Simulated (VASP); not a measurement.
OSZICAR of a VASP run on NaF (rock salt):

### OSZICAR
```
       N       E                     dE             d eps       ncg     rms          rms(c)
DAV:   1     0.111569542795E+03    0.11157E+03   -0.82724E+03   778   0.151E+03
DAV:   2     0.116792214729E+00   -0.11145E+03   -0.10373E+03   812   0.361E+02
DAV:   3    -0.596390236744E+01   -0.60807E+01   -0.60575E+01   887   0.884E+01
DAV:   4    -0.602746729676E+01   -0.63565E-01   -0.63554E-01   842   0.933E+00
DAV:   5    -0.602811897531E+01   -0.65168E-03   -0.65167E-03   878   0.991E-01    0.535E+00
DAV:   6    -0.515410404957E+01    0.87401E+00   -0.37879E+00   934   0.192E+01    0.183E+00
DAV:   7    -0.513937162568E+01    0.14732E-01   -0.33556E-02   773   0.268E+00    0.102E+00
DAV:   8    -0.513421682033E+01    0.51548E-02   -0.25424E-02   779   0.432E+00    0.117E-01
DAV:   9    -0.513479076284E+01   -0.57394E-03   -0.31443E-03   887   0.631E-01    0.832E-02
DAV:  10    -0.513471936390E+01    0.71399E-04   -0.47413E-04   797   0.283E-01    0.555E-03
DAV:  11    -0.513471827752E+01    0.10864E-05   -0.20460E-05   887   0.111E-01    0.355E-03
DAV:  12    -0.513471851099E+01   -0.23347E-06   -0.13831E-06   798   0.261E-02
   1 F= -.51347185E+01 E0= -.51347185E+01  d E =-.513472E+01
       N       E                     dE             d eps       ncg     rms          rms(c)
DAV:   1    -0.513734745087E+01   -0.26292E-02   -0.47159E-02   893   0.373E+00    0.388E-01
DAV:   2    -0.513512939105E+01    0.22181E-02   -0.92510E-03   926   0.106E+00    0.104E-01
DAV:   3    -0.513498463275E+01    0.14476E-03   -0.34537E-04   872   0.461E-01    0.538E-02
DAV:   4    -0.513492070297E+01    0.63930E-04   -0.51725E-05   881   0.267E-01    0.859E-03
DAV:   5    -0.513491734189E+01    0.33611E-05   -0.73738E-06   885   0.470E-02    0.216E-03
DAV:   6    -0.513491692779E+01    0.41411E-06   -0.88349E-07   409   0.203E-02
   2 F= -.51349169E+01 E0= -.51349169E+01  d E =-.198417E-03
       N       E                     dE             d eps       ncg     rms          rms(c)
DAV:   1    -0.513520748478E+01   -0.29014E-03   -0.50083E-03   905   0.121E+00    0.126E-01
DAV:   2    -0.513497063234E+01    0.23685E-03   -0.98465E-04   929   0.345E-01    0.340E-02
DAV:   3    -0.513495683346E+01    0.13799E-04   -0.36918E-05   877   0.151E-01    0.176E-02
DAV:   4    -0.513494978085E+01    0.70526E-05   -0.55407E-06   815   0.874E-02    0.281E-03
DAV:   5    -0.513494928506E+01    0.49579E-06   -0.69464E-07   427   0.156E-02
   3 F= -.51349493E+01 E0= -.51349493E+01  d E =-.230774E-03
```

Which electronic solver shows in the log?

It is blocked Davidson (ALGO = Normal, or the opening steps of other solvers). The INCAR had ALGO = Normal.

Can the final energy be trusted as converged?

The calculation finished and met its thresholds. It stopped with EDIFF = 1E-6, NELM = 100, NSW = 60 and EDIFFG = -0.01 after 3 ionic steps (rev-vdW-DF2, plane waves, VASP's PBE PAW potentials (set 64)).

The compound is NaF in the rock salt structure. This run relaxes it. Symmetry was kept, so distortions that lower it aren't found.
